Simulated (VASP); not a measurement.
Here is a VASP 6.6.1 calculation.

INCAR

```
SYSTEM = Al4Ag
AGGAC = 1.0
AGGAX = 1.0
ALDAC = 0.0
ALDAX = 1.0
ALGO = Fast
EDIFF = 1E-6
EDIFFG = -0.02
ENCUT = 600
GGA = B5
IBRION = 2
ISIF = 3
ISMEAR = 1
LASPH = .TRUE.
LCHARG = .FALSE.
LREAL = .FALSE.
LWAVE = .FALSE.
NELM = 100
NSW = 60
PREC = Accurate
SIGMA = 0.1
```

Contents of KPOINTS:

```
k-points
0
G
  7 7 7
  0 0 0
```

File POSCAR:

```
Al4Ag
4.6319
   -0.565473131976      0.593853278352      0.572354757227
    0.577243895594     -0.603230207906      0.593502450398
    0.566466029059      0.604222889095     -0.581731686781
Al Ag
4 1
Direct
    0.0000000000      0.0000000000      0.5000000000
    0.5000000000      0.0000000000      0.0000000000
    0.5000000000      0.5000000000      0.5000000000
    0.0000000000      0.5000000000      0.0000000000
    0.0000000000      0.0000000000      0.0000000000
```

Potentials or basis: VASP PAW PBE potentials, release 64 (Al, Ag).

Launch:

```console
$ cat potpaw_PBE.64/Al/POTCAR potpaw_PBE.64/Ag/POTCAR > POTCAR
$ mpirun -np 1 vasp_std > vasp.out
```

(1) Estimate the relaxed cell.

(2) What does it give for the space group after relaxing (to 0.05 Å)?

(3) What does it give for the relaxed volume?

Answers

(1) a = 5.263 Å, b = 5.263 Å, c = 5.266 Å, α = 111.04°, β = 107.86°, γ = 109.61°.

(2) Immm (No. 71).

(3) 22.42 Å³/atom.

Caveat: the PAW data sets were made with another functional, which shifts forces and pressure a little.
